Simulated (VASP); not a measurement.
Input:

```xyz
4
Lattice="4.0792 0.0000 0.0000 0.0000 4.0792 0.0000 0.0000 0.0000 9.0630" Properties=species:S:1:pos:R:3 pbc="T T T"
Dy     0.0000     2.0396     0.0000
Dy     2.0396     0.0000     4.5315
Bi     0.0000     0.0000     2.2657
Bi     0.0000     0.0000     6.7972
```

Computed with PBEsol GGA, VASP's PBE PAW potentials (set 64) (plane waves; VASP 6.6.1). Settings: 480 eV cut-off, 6×6×4 Γ-centred mesh, Gaussian smearing of 0.050 eV, potentials Dy_3 Bi_d.

The 4f electrons are frozen in the core of the lanthanide potential, so 4f levels, which can set the real gap, and their magnetism are missing. Unless said otherwise, spin-orbit coupling is left out, though it shifts the bands of the heavy elements here.

What does the run give for the energy per atom (σ→0), band gap (on the k-mesh) with the smallest direct gap where there is one?

| Item | Value |
|---|---|
| band gap (on the k-mesh) | none (metal, semimetal or under 0.01 eV) |
| energy per atom (σ→0) | -4.662 eV/atom |

Only differences to runs with the same potentials and settings are physical.

The structure was generated: DyBi was put into the PtS type (P4_2/mmc), which need not be its known phase. It was relaxed first, which changed the volume by -19 %.
